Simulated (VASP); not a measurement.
Consider the following.

```
BN
1.0
    1.22489    -2.12157     0.00000
    1.22489     2.12157     0.00000
    0.00000     0.00000     4.74013
B N
2 2
Direct
  0.33333   0.66667   0.25000
  0.66667   0.33333   0.75000
  0.66667   0.33333   0.25000
  0.33333   0.66667   0.75000
```

Level of theory: PBEsol GGA, VASP's PBE PAW potentials (set 64) (plane waves; VASP). Run with 620 eV cut-off, 10×10×5 Γ-centred mesh, Gaussian smearing of 0.050 eV, potentials B N.

Without a dispersion term in the relaxation, distances and binding between the weakly bound layers, chains or molecules are unreliable, and so is what depends on them.

### Question
Predict the energy per atom (σ→0), pressure.

### Answer

```
Item                           Result
---------------------  --------------
energy per atom (σ→0)  -8.884 eV/atom
pressure                    45.27 GPa
```

Total energies compare only between runs with the same potentials, cut-off and functional.

The compound is BN in the hex structure. It was relaxed first under an external pressure of 45 GPa.
